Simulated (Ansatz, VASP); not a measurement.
**YTi in two plane-wave programs**

One calculation is typed for both programs; each brings its own data sets and cutoff. How far apart do they land? The cell is generated by rule, not measured, and may not be a known phase. The cell is taken from a series of VASP runs on this material, whose earlier steps may have relaxed, scaled or displaced it; both programs get it as it stands.

Method: plane waves, with VASP 6.6.1 beside it; single point at PBE, in Ansatz 0.2.0.

**1. The structure**

It takes space group Pm-3m (No. 221, cubic). The conventional cell has a = 3.628 Å, b = 3.628 Å, c = 3.628 Å, α = 90.00°, β = 90.00°, γ = 90.00°. Y has 8 Ti at 3.14 Å nearest. Nearest to Ti lie 8 Y at 3.14 Å. Farther neighbours are not listed.

**2. VASP: single point, PBE**

A single point gives forces, pressure and levels at one fixed geometry, so differences don't come from the geometry; what else differs is listed under the comparison.

Lines of VASP's logs that name or quote its potential files are left out, and so is its time.

INCAR

```
SYSTEM = YTi
PREC = Accurate
ENCUT = 400
EDIFF = 1E-06
NELM = 100
ISMEAR = -1
SIGMA = 0.05
LREAL = .FALSE.
ALGO = Normal
GGA = PE
LORBIT = 11
LWAVE = .FALSE.
LCHARG = .FALSE.
ISIF = 2
```

POSCAR

```
YTi
1.0
    3.6283142741      0.0000000000      0.0000000000
    0.0000000000      3.6283142741      0.0000000000
    0.0000000000      0.0000000000      3.6283142741
Y Ti
1 1
Direct
    0.5000000000      0.5000000000      0.5000000000
    0.0000000000      0.0000000000      0.0000000000
```

KPOINTS

```
Automatic mesh
0
Gamma
7 7 7
0 0 0
```

The projector-augmented-wave data sets are Y_sv and Ti_sv (PBE family, release 64).

Started as:

```sh
> mpirun -np 1 vasp_std
```

Numbers of over 12 decimals in the logs are rounded to 6 here.

What it wrote:

```text
[banner, memory and clock lines left out]
running    1 mpi-ranks, on    1 nodes
 distrk:  each k-point on    1 cores,    1 groups
 distr:  one band on    1 cores,    1 groups

 POSCAR found type information on POSCAR Y Ti
 POSCAR found :  2 types and       2 ions
 LDA part: xc-table for (Slater+PW92), standard interpolation
 POSCAR, INCAR and KPOINTS ok, starting setup
 FFT: planning ... GRIDC
 FFT: planning ... GRID_SOFT
 FFT: planning ... GRID
 WAVECAR not read
 entering main loop
       N       E                     dE             d eps       ncg     rms          rms(c)
DAV:   1     0.157343136877E+03    0.15734E+03   -0.10170E+04   600   0.132E+03
DAV:   2    -0.103244198180E+01   -0.15838E+03   -0.15718E+03   621   0.388E+02
DAV:   3    -0.149634988429E+02   -0.13931E+02   -0.13755E+02  1171   0.882E+01
DAV:   4    -0.152282781439E+02   -0.26478E+00   -0.26435E+00   692   0.123E+01
DAV:   5    -0.152380778329E+02   -0.97997E-02   -0.97986E-02   994   0.190E+00    0.347E+01
DAV:   6    -0.146005621861E+02    0.63752E+00   -0.33123E+01   810   0.334E+01    0.102E+01
DAV:   7    -0.139200693701E+02    0.68049E+00   -0.24526E+01   796   0.253E+01    0.161E+01
DAV:   8    -0.135173130543E+02    0.40276E+00   -0.40541E+00   782   0.130E+01    0.134E+00
DAV:   9    -0.135188661292E+02   -0.15531E-02   -0.19390E-01   729   0.356E+00    0.691E-01
DAV:  10    -0.135190129094E+02   -0.14678E-03   -0.12127E-02   820   0.873E-01    0.243E-01
DAV:  11    -0.135186934720E+02    0.31944E-03   -0.24551E-03   872   0.406E-01    0.141E-01
DAV:  12    -0.135187250566E+02   -0.31585E-04   -0.24160E-04   712   0.138E-01    0.507E-02
DAV:  13    -0.135187274051E+02   -0.23485E-05   -0.10925E-04   817   0.610E-02    0.164E-02
DAV:  14    -0.135187271481E+02    0.25707E-06   -0.56394E-06   712   0.198E-02
   1 F= -.13518727E+02 E0= -.13497646E+02  d E =-.421625E-01
```

OUTCAR, selected parts (step 2):

```text
ion  position               nearest neighbor table
   1  0.500  0.500  0.500-   2 3.14   2 3.14   2 3.14   2 3.14   2 3.14   2 3.14   2 3.14   2 3.14

  LATTYP: Found a simple cubic cell.
 ALAT       =     3.6283142741

 Subroutine GETGRP returns: Found 48 space group operations
 (whereof 48 operations were pure point group operations)

The static configuration has the point symmetry O_h .

 Found     20 irreducible k-points:

   k-points           NKPTS =     20   k-points in BZ     NKDIM =     20   number of bands    NBANDS=     15

   dimension x,y,z NGX =    24 NGY =   24 NGZ =   24
   dimension x,y,z NGXF=    48 NGYF=   48 NGZF=   48

   ENCUT  =  400.0 eV  29.40 Ry    5.42 a.u.   5.92  5.92  5.92*2*pi/ulx,y,z

   NELECT =      23.0000    total number of electrons

 k-points in reciprocal lattice and weights: Automatic mesh
   0.00000000  0.00000000  0.00000000       0.003
   0.14285714  0.00000000  0.00000000       0.017
   0.28571429  0.00000000  0.00000000       0.017
   0.42857143  0.00000000  0.00000000       0.017
   0.14285714  0.14285714  0.00000000       0.035
   0.28571429  0.14285714  0.00000000       0.070
   0.42857143  0.14285714  0.00000000       0.070
   0.28571429  0.28571429  0.00000000       0.035
   0.42857143  0.28571429  0.00000000       0.070
[...]
0.42857143  0.42857143  0.28571429       0.070
   0.42857143  0.42857143  0.42857143       0.023

 average (electrostatic) potential at core
       1 -34.8779       2 -75.9931

 E-fermi :   5.0718

 k-point     1 :       0.0000    0.0000    0.0000
  band No.  band energies     occupation
    ...
      7     -16.7450      2.00000
      8     -16.7450      2.00000
      9      -0.1723      2.00000
     10       3.3198      2.00000
     11       3.3198      2.00000
     12       6.0077      0.00000
     13       6.0077      0.00000
     14       6.0077      0.00000
     15       8.1072      0.00000

 k-point     2 :       0.1429    0.0000    0.0000
  band No.  band energies     occupation
    ...
      7     -16.7416      2.00000
      8     -16.7416      2.00000
      9       0.1450      2.00000
     10       3.4839      2.00000
     11       3.4886      2.00000
     12       5.9686      0.00000
     13       5.9686      0.00000
     14       6.0856      0.00000
     15       7.7967      0.00000

 k-point     3 :       0.2857    0.0000    0.0000
  band No.  band energies     occupation
    ...
      7     -16.7341      2.00000
      8     -16.7341      2.00000
      9       1.0142      2.00000
     10       3.7169      2.00000
     11       3.9751      2.00000
     12       5.9078      0.00000
     13       5.9078      0.00000
     14       6.2782      0.00000
     15       6.9978      0.00000

  Total       -0.0046102     -0.0046102     -0.0046102     -0.0000000      0.0000000      0.0000000
  in kB       -0.1546377     -0.1546377     -0.1546377     -0.0000000      0.0000000      0.0000000
  external PRESSURE =      -0.1546377 kB  Pullay stress =       0.0000000 kB

  energy-cutoff  :      400.00
  volume of cell :       47.77
      direct lattice vectors                 reciprocal lattice vectors
     3.628314274  0.000000000  0.000000000     0.275610083  0.000000000  0.000000000
     0.000000000  3.628314274  0.000000000     0.000000000  0.275610083  0.000000000
     0.000000000  0.000000000  3.628314274     0.000000000  0.000000000  0.275610083

 POSITION                                       TOTAL-FORCE (eV/Angst)
 -----------------------------------------------------------------------------------
      1.81416      1.81416      1.81416         0.000000      0.000000      0.000000
      0.00000      0.00000      0.00000         0.000000      0.000000      0.000000
 -----------------------------------------------------------------------------------
    total drift:                                0.000000      0.000000     -0.000000

  FREE ENERGIE OF THE ION-ELECTRON SYSTEM (eV)
  ---------------------------------------------------
  free  energy   TOTEN  =       -13.5187271481 eV

  energy  without entropy=      -13.4765646725  energy(sigma->0) =      -13.49764591

 total charge
# of ion       s       p       d       f       tot
--------------------------------------------------
    1        2.287   6.269   1.118   0.019   9.692
    2        2.226   6.065   1.850   0.000  10.141
--------------------------------------------------
tot          4.513  12.333   2.967   0.019  19.833

[... 3 further parts left out ...]
```

This run has no spin polarisation. Its electron count is odd, so without a moment it is a metal by construction.

**3. Ansatz: single point, PBE**

Ansatz runs on its default PAW (the set named soft_2) files.

The same cell, functional, mesh and smearing now go to Ansatz, which takes its cutoff from its data sets.

input.yaml

```yaml
crystal:
  lattice:
    - [3.6283142741, 0.0, 0.0]
    - [0.0, 3.6283142741, 0.0]
    - [0.0, 0.0, 3.6283142741]
  atoms:
    - { symbol: "Y", position: [0.5, 0.5, 0.5] }
    - { symbol: Ti, position: [0.0, 0.0, 0.0] }
hamiltonian:
  xc: pbe
  pseudopotentials: { kind: paw }
kpoints:
  mp_grid: { grid: [7, 7, 7] }
scf:
  occupations: { method: fermi_dirac, width: 0.05 }
  n_extra_bands: 4
output:
  forces: true
  stress: true
  eigenvalues: true
```

Started as:

```sh
> ansatz run input.yaml --threads 2 --pin off --max-ram 4608MiB --backend cpu --events-out ev --progress --plain --runs-dir out
```

What it wrote:

```text
scf.n_extra_bands = 4 over 12 filled bands (N_el = 23.0): the run solves 16 bands
Engine: ansatz 0.2.0, x86_64-unknown-linux-gnu
Pseudopotentials: kind: paw
Pseudopotential: Y, paw, valence charge 11, recommended cutoff 420 eV (normal), Y.paw.azcp
Pseudopotential: Ti, paw, valence charge 12, recommended cutoff 420 eV (normal), Ti.paw.azcp
Functional definition: PBE
  parameter kappa = 0.804
  parameter beta = 0.066725
  exchange = pbe_x(kappa = kappa, mu = beta*pi^2/3)
  correlation = pbe_c(beta = beta)
Crystal: 2 atoms, lattice volume = 47.766 Å³
Basis set: ecut = 420 eV, 925 PW (Γ), exchange–correlation on 50×50×50 points (8 copies of the dense FFT grid, shifted against one another)
Bands: 16, of which v1, the nominal top of the filled ones, is band 12 counted from 1 (11 counted from 0)
Symmetry: 48 space group operations
Space group: Pm-3m (ITA 221), of the structure as read, at distance tolerance 3.6e-5 Å
k-points: 20 of 343
Non-local potential: Y, projectors of the file, l = 0: 3, l = 1: 2, l = 2: 2, l = 3: 1
Non-local potential: Ti, projectors of the file, l = 0: 3, l = 1: 2, l = 2: 3, l = 3: 1
PAW form: soft (Blöchl's): semilocal exchange-correlation on the pseudo side does not see the compensation charge
PAW one-centre angular grid: Y, 590 points (default); XC on 64 Gauss nodes
PAW one-centre angular grid: Ti, 590 points (default); XC on 64 Gauss nodes
Initial density: superposition of atomic densities (neutral atoms: chi_scale 0, normalization atom), corrected by the library's trained network
Initial wavefunctions: pseudopotential atomic-orbital guess
Functional: x = pbe(κ = 0.804, μ = 0.219515), c = pbe(β = 0.066725)
SCF iter   1: F=—  HF=-6347.590494 eV  |F-HF|=—  |Δ(HF+E_count)|=         —  Δρ=6.55e-3  dr2=3.42e-2  ethr=1.77e-3  ⟨swp⟩=4.8  Hψ=1365  notcnv=0
preconditioner: auto → none  [metal: Δε(μ)=0.011 eV  Ē_g=2.608 eV  σ=0.050 eV  W_gap=0.06  n_scr=6 (ndim 8)  ℏωp=14.2 eV  f_vac=0.000  D(μ)=5.10/eV (n_scr^D=80)  sad-step TF]
SCF iter   2: F=—  HF=-6347.589341 eV  |F-HF|=—  |Δ(HF+E_count)|=   1.15e-3  Δρ=4.89e-3  dr2=2.06e-2  ethr=1.49e-4  ⟨swp⟩=1.2  Hψ=485  notcnv=0
SCF iter   3: F=—  HF=-6347.587294 eV  |F-HF|=—  |Δ(HF+E_count)|=   2.05e-3  Δρ=8.07e-4  dr2=6.22e-4  ethr=8.97e-5  ⟨swp⟩=2.0  Hψ=416  notcnv=0
SCF iter   4: F=—  HF=-6347.587212 eV  |F-HF|=—  |Δ(HF+E_count)|=   8.23e-5  Δρ=2.62e-4  dr2=3.63e-5  ethr=2.70e-6  ⟨swp⟩=2.0  Hψ=443  notcnv=0
SCF iter   5: F=—  HF=-6347.587213 eV  |F-HF|=—  |Δ(HF+E_count)|=   1.26e-6  Δρ=5.44e-5  dr2=1.48e-6  ethr=1.58e-7  ⟨swp⟩=2.0  Hψ=452  notcnv=0
SCF iter   6: F=-6347.587213 eV  HF=-6347.587213 eV  |F-HF|=1.31e-9  |Δ(HF+E_count)|=   3.57e-7  Δρ=6.04e-6  dr2=9.19e-9  ethr=4.35e-10  ⟨swp⟩=2.3  Hψ=1185  notcnv=0
SCF 1 converged in 6 iterations: F = -6347.587213 eV  dr2 = 9.19e-9
  greatest PAW one-centre occupation: 0.999 electrons in one spin orbital (limit 2), on the Ti atom at site 1 (counted from 0), in its partial waves of l = 0
SCF converged after 6 iterations
Free energy (F): -6347.587213 eV
Harris-Foulkes:  -6347.587213 eV  (|F-HF|=1.31e-9)
Internal energy: -6347.545090 eV  (E = F + TS)
E sigma→0 (E₀):  -6347.566152 eV
Entropy (-TS):   -0.042122 eV (-21.061 meV/atom)
Fermi energy:    11.257724 eV
--- Per-component energies (eV) ---
  E_band       = -278.845648
  E_kinetic    = 577.653356
  E_local      = -1487.315120  (includes V_loc(G=0)·N_el)
  E_nonlocal   = 59.937724
  E_hartree    = 558.007965
  E_xc         = -270.341389
  E_vxc        = -320.408391  (∫ρ·V_xc dr)
  E_paw        = -3873.384187  (= ΣΔE_a)
  E_vpaw       = -224.726012  (= ΣTr[D̂ρ^β])
  E_aug_tail   = 0.000131  (compensation charges beyond the density's cutoff)
  E_ewald      = -1912.103570
  E_smearing   = -0.042122  (= −TS)
  E_closure    = 0.000000  (closes the sum)
  Σ components = -6347.587213   (vs F -6347.587213, Δ=0.00e0)
--- Forces (eV/Å), atoms counted from 1 ---
  atom   1  Y      0.00000000    -0.00000000     0.00000000
  atom   2  Ti     0.00000000     0.00000000     0.00000000
  max |Σ_I F_I| component: 9.86e-31 eV/Å
--- Stress (GPa, compression-positive) ---
        0.503807      -0.000000       0.000000
       -0.000000       0.503807       0.000000
        0.000000       0.000000       0.503807
  P = ⅓ Tr σ = 0.5038 GPa (5.038 kbar)
--- Band table (eV; the first three rows and the last of 20) ---
  k-point 0: bands = [... 8 lower, 6.0429, 9.5023, 9.5023, 12.1976, 12.1976, 12.1976, 14.2966, 14.2966]
  k-point 1: bands = [... 8 lower, 6.3577, 9.6665, 9.6712, 12.1582, 12.1582, 12.2756, 13.9853, 14.3519]
  k-point 2: bands = [... 8 lower, 7.2222, 9.9008, 10.1581, 12.0972, 12.0972, 12.4694, 13.1847, 14.1166]
  k-point 19: bands = [... 8 lower, 10.3645, 10.6292, 10.6292, 11.0005, 11.1561, 11.1561, 13.3360, 13.3360]
```

The job ended after 0.62 s (2 threads of AMD EPYC 9R45, shared host; peak memory 0.35 GiB).

The run ends at a pressure of 0.50 GPa.

**4. Side by side**

Known differences besides the potentials themselves: the cutoff is 420 eV in Ansatz and 400 eV in VASP; VASP leaves aspherical gradient terms in its spheres out (LASPH is not set), Ansatz keeps them. Total energies have different zeros and are not compared.

Compared:

| quantity | Ansatz | VASP | difference |
| --- | --- | --- | --- |
| pressure (GPa) | 0.50 | -0.02 | +0.52 |

**5. Outcome**

```
difference in pressure (single point, PBE) : 0.52 GPa
```

What this shows: The difference in pressure is 0.52 GPa (single point, PBE), within the 1 GPa picked in this series as the mark of a large difference. Such differences can come from data sets, numerical settings and the points named under the comparisons, not from the functional's error against experiment.

[Lines on the potential files, build, host, timing and source positions are cut from VASP's logs without a mark.]

[Logs are printed without paths, hosts, clocks, repeated set-up lines and the standing remarks that a program may print on its own settings, such as how far it seeks lower states.]

[Hosts, paths, dates, database ids (printed as entryN), source tags and the programs' standing remarks are cut or masked in the printed files.]
